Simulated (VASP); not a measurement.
**Ag: a series in a change of volume**

Wanted: the elastic response of Ag to a change of volume, with a fit that predicts a row left out.

Main program and level: VASP 6.6.1; r2SCAN; plane waves and PAW (Ag), in the first sound run; inputs show where later runs differ.

### 1. The starting structure

It takes space group Fm-3m (No. 225, cubic). The conventional cell has a = 4.090 Å, b = 4.090 Å, c = 4.090 Å, α = 90.00°, β = 90.00°, γ = 90.00°. Nearest to Ag lie 12 Ag at 2.89 Å.

Coordinates:

```xyz
1
Lattice="0.0000 2.0450 2.0450 2.0450 0.0000 2.0450 2.0450 2.0450 0.0000" Properties=species:S:1:pos:R:3 pbc="T T T"
Ag    0.0000    0.0000    0.0000
```

### 2. Relax the crystal, r2SCAN

The series starts from the cell that this level prefers, so that zero strain is near zero stress.

This step took 2 runs in a row; the last is shown.

Level: r2SCAN; plane waves and PAW (Ag).

The input, INCAR:

```
SYSTEM = Ag
PREC = Accurate
ENCUT = 450
EDIFF = 1E-07
NELM = 120
ISMEAR = 1
SIGMA = 0.15
LREAL = .FALSE.
ALGO = Normal
METAGGA = R2SCAN
LASPH = .TRUE.
NBANDS = 11
LORBIT = 11
LWAVE = .FALSE.
LCHARG = .FALSE.
KPAR = 8
IBRION = 2
NSW = 40
ISIF = 3
EDIFFG = -0.005
POTIM = 0.4
```

The input, POSCAR:

```
Ag
1.0
    0.0000000000      2.0532657542      2.0532657542
    2.0532657542      0.0000000000      2.0532657542
    2.0532657542      2.0532657542      0.0000000000
Ag
1
Direct
    0.0000000000      0.0000000000      0.0000000000
```

The input, KPOINTS:

```
Automatic mesh
0
Gamma
25 25 25
0 0 0
```

Potentials, in the order of the species: Ag (PBE family, release 64).

Started as:

```
$ mpirun -np 8 vasp_std
```

The program printed:

```text
[banner, memory and clock lines left out]
running    8 mpi-ranks, on    1 nodes
[...]
|                                                                             |
|           W    W    AA    RRRRR   N    N  II  N    N   GGGG   !!!           |
|           W    W   A  A   R    R  NN   N  II  NN   N  G    G  !!!           |
|           W    W  A    A  R    R  N N  N  II  N N  N  G       !!!           |
|           W WW W  AAAAAA  RRRRR   N  N N  II  N  N N  G  GGG   !            |
|           WW  WW  A    A  R   R   N   NN  II  N   NN  G    G                |
|           W    W  A    A  R    R  N    N  II  N    N   GGGG   !!!           |
|                                                                             |
|     For optimal performance we recommend to set                             |
|       NCORE = 2 up to number-of-cores-per-socket                            |
|     NCORE specifies how many cores store one orbital (NPAR=cpu/NCORE).      |
|     This setting can greatly improve the performance of VASP for DFT.       |
[...]
DAV:   4    -0.213561211626E+02    0.29654E-05   -0.26831E-06 10784   0.102E-02    0.211E-03
DAV:   5    -0.213561211680E+02   -0.54704E-08   -0.37799E-07  9615   0.607E-03
   2 F= -.21356121E+02 E0= -.21356017E+02  d E =0.323925E-05
 trial-energy change:    0.000003  1 .order   -0.000001   -0.000010    0.000009
 step:   0.2865(harm=  0.5393)  dis= 0.00000  next Energy=   -21.356126 (dE=-0.141E-05)
[...]
N       E                     dE             d eps       ncg     rms          rms(c)
DAV:   1    -0.213562187503E+02   -0.97588E-04   -0.15852E-03 10700   0.432E-01    0.637E-02
DAV:   2    -0.213561227382E+02    0.96012E-04   -0.39158E-04 10769   0.183E-01    0.185E-02
DAV:   3    -0.213561241041E+02   -0.13658E-05   -0.31299E-06 11479   0.180E-02    0.134E-02
DAV:   4    -0.213561251465E+02   -0.10425E-05   -0.13976E-06 10748   0.737E-03    0.152E-03
DAV:   5    -0.213561250275E+02    0.11901E-06   -0.19768E-07  5710   0.440E-03    0.574E-04
DAV:   6    -0.213561248918E+02    0.13576E-06   -0.46701E-09  5194   0.753E-04    0.714E-05
DAV:   7    -0.213561249062E+02   -0.14453E-07   -0.48765E-10  5194   0.204E-04
   3 F= -.21356125E+02 E0= -.21356021E+02  d E =-.498925E-06
[...]
reached required accuracy - stopping structural energy minimisation
```

It took 89 s on 8 MPI ranks of AMD EPYC 7R43, shared host; peak memory 1.2 GiB.

The logs omit lines about the potential files and the build; timing stands in the text.

OUTCAR, selected parts (step 2):

```text
  Total        0.0010211      0.0010211      0.0010211      0.0000000      0.0000000      0.0000000
  in kB        0.0944670      0.0944670      0.0944670      0.0000000      0.0000000      0.0000000
  external PRESSURE =       0.0944670 kB  Pullay stress =       0.0000000 kB

 POSITION                                       TOTAL-FORCE (eV/Angst)
 -----------------------------------------------------------------------------------
      0.00000      0.00000      0.00000         0.000000      0.000000      0.000000
 -----------------------------------------------------------------------------------
    total drift:                               -0.000000     -0.000000     -0.000000

  FREE ENERGIE OF THE ION-ELECTRON SYSTEM (eV)
  ---------------------------------------------------
  free  energy   TOTEN  =       -21.3561249062 eV

  energy  without entropy=      -21.3558129427  energy(sigma->0) =      -21.35602092

 reached required accuracy - stopping structural energy minimisation

[... 3 further parts left out ...]
[key lines of the parts left out:]
E-fermi :   8.2293
```

Read from the output:

| Property | Result |
| --- | --- |
| energy(sigma→0) of the program | -21.3560 eV |
| stress, compression positive | xx, yy, zz 0.01, 0.01, 0.01 GPa |
| volume | 17.318 Å³ |
| ionic steps | 3 |

### 3. Relax at fixed volume, r2SCAN

One member in full: the volume is scaled by 1.01, and the cell is held.

Level: r2SCAN; plane waves and PAW (Ag).

INCAR, as its differences from that of step 2:

```diff
@@ -15,7 +15,8 @@
 LCHARG = .FALSE.
-KPAR = 8
+KPAR = 2
 IBRION = 2
 NSW = 40
-ISIF = 3
-EDIFFG = -0.005
+ISIF = 2
+EDIFFG = -0.004
 POTIM = 0.4
+MAXMIX = 40
```

The input, POSCAR:

```
Ag
1.0
    0.0000000000      2.0603038620      2.0603038620
    2.0603038620      0.0000000000      2.0603038620
    2.0603038620      2.0603038620      0.0000000000
Ag
1
Direct
    0.0000000000      0.0000000000      0.0000000000
```

KPOINTS is that of step 2.

Started as:

```
$ mpirun -np 2 vasp_std
```

The program printed:

```text
[banner, memory and clock lines left out]
running    2 mpi-ranks, on    1 nodes
[...]
[... a notice as in an earlier step ...]

 LDA part: xc-table for (None), standard interpolation
 POSCAR, INCAR and KPOINTS ok, starting setup
[...]
entering main loop
       N       E                     dE             d eps       ncg     rms          rms(c)
DAV:   1     0.252682157984E+02    0.25268E+02   -0.51677E+03 10210   0.816E+02
DAV:   2    -0.241651154179E+02   -0.49433E+02   -0.46861E+02 11270   0.190E+02
DAV:   3    -0.248265891009E+02   -0.66147E+00   -0.66101E+00 11376   0.242E+01
DAV:   4    -0.248294226297E+02   -0.28335E-02   -0.28334E-02 11150   0.158E+00
[...]
DAV:  11    -0.213556154558E+02    0.35513E-04   -0.12531E-04 10762   0.108E-01    0.128E-02
DAV:  12    -0.213556128018E+02    0.26540E-05   -0.15495E-05 11497   0.414E-02    0.168E-03
DAV:  13    -0.213556127489E+02    0.52929E-07   -0.54373E-07 10922   0.710E-03
   1 F= -.21355613E+02 E0= -.21355503E+02  d E =-.213556E+02
[...]
reached required accuracy - stopping structural energy minimisation
```

It took 2.5 min on 2 MPI ranks; peak memory 0.28 GiB; 3.9 min of CPU time.

OUTCAR, selected parts (step 3):

```text
  Total       -0.1032259     -0.1032259     -0.1032259     -0.0000000     -0.0000000     -0.0000000
  in kB       -9.4552997     -9.4552997     -9.4552997     -0.0000000     -0.0000000     -0.0000000
  external PRESSURE =      -9.4552997 kB  Pullay stress =       0.0000000 kB

 POSITION                                       TOTAL-FORCE (eV/Angst)
 -----------------------------------------------------------------------------------
      0.00000      0.00000      0.00000         0.000000      0.000000     -0.000000
 -----------------------------------------------------------------------------------
    total drift:                               -0.000000     -0.000000     -0.000000

  FREE ENERGIE OF THE ION-ELECTRON SYSTEM (eV)
  ---------------------------------------------------
  free  energy   TOTEN  =       -21.3556127489 eV

  energy  without entropy=      -21.3552845029  energy(sigma->0) =      -21.35550333

[... 2 parts as in an earlier step ...]

[... 2 further parts left out ...]
[key lines of the parts left out:]
E-fermi :   8.0960
```

Read from the output:

* energy(sigma→0) of the program: -21.3555 eV
* stress, compression positive: xx, yy, zz -0.95, -0.95, -0.95 GPa
* ionic steps: 1

### 4. The table

The other members went through these steps as far as the tables show, with the same cutoff and, step by step, the same mesh; 9 runs are not shown. The session took 1.1 core hours (wall time by ranks) on a shared machine.

```tsv
volume over the relaxed volume	volume (Å³/atom)	pressure (GPa)	energy above the unstrained row, extrapolated to no smearing (meV/atom)
0.940	16.279	7.749	23.217
0.960	16.625	4.829	9.860
0.980	16.972	2.282	2.373
0.990	17.145	?	?
1	17.318	0.055	0.000
1.010	17.491	-0.946	0.518
1.020	17.665	-1.926	2.070
1.040	18.011	-3.571	8.013
1.060	18.357	-5.045	17.333
```

### 5. Stress from the known rows

Fitting a cubic to the 8 known rows (u: logarithm of the volume ratio) gives pressure = − 324.7 u³ + 307.5 u² − 104.2 u + 0.04767 in GPa; the residuals are 0.013 GPa r.m.s.

For the withheld row, u = -0.01005, the fit gives 1.126 GPa.

### 6. Prediction against calculation

The calculation gives 1.130 GPa, so the prediction is 0.004 GPa too low.

A cubic of the pressure in ln(V/V₀) through all rows has the slope −B at V₀: B = 104 GPa, and its curvature gives B′ = 5.9.

### 7. Summary of results

```
error of the predicted pressure : -0.004 GPa
bulk modulus                    : 104 GPa
```

In words: These are static values: temperature and zero-point motion are left out. In a metal the slopes also depend on mesh and smearing, which were held through the series.

[Lines on the potential files, build, host, timing and source positions are cut from VASP's logs without a mark.]

[Logs are printed without paths, hosts, clocks, repeated set-up lines and the standing remarks that a program may print on its own settings, such as how far it seeks lower states.]

[Hosts, paths, dates, database ids (printed as entryN), source tags and the programs' standing remarks are cut or masked in the printed files.]

[In band tables of VASP the shares of atoms and orbitals are scaled to a sum of 1 inside the atoms' spheres.]
